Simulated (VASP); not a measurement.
Consider the following.

```yaml
crystal:
  lattice:
    - [4.07152, 0.00000, 0.00000]
    - [0.00000, 4.07152, 0.00000]
    - [0.00000, 0.00000, 4.07152]
  atoms:
    - { symbol: Sc, position: [0.00000, 0.00000, 0.00000] }
    - { symbol: Al, position: [0.00000, 0.50000, 0.50000] }
    - { symbol: Al, position: [0.50000, 0.00000, 0.50000] }
    - { symbol: Al, position: [0.50000, 0.50000, 0.00000] }
```

All values below come from PBEsol GGA, VASP's PBE PAW potentials (set 64) (plane waves; VASP 6.6.1). Settings: 400 eV cut-off, 7×7×7 Γ-centred mesh, first-order Methfessel-Paxton smearing of 0.10 eV, potentials Sc_sv Al.

Task: Predict the energy per atom (σ→0), band gap (on the k-mesh) with the smallest direct gap where there is one.

Result: 
| Item | Value |
|---|---|
| band gap (on the k-mesh) | none (metal, semimetal or under 0.01 eV) |
| energy per atom (σ→0) | -5.190 eV/atom |

Only differences to runs with the same potentials and settings are physical.

The compound is Al3Sc in the L1_2 structure. It was relaxed first. The start is the result of an earlier pass.
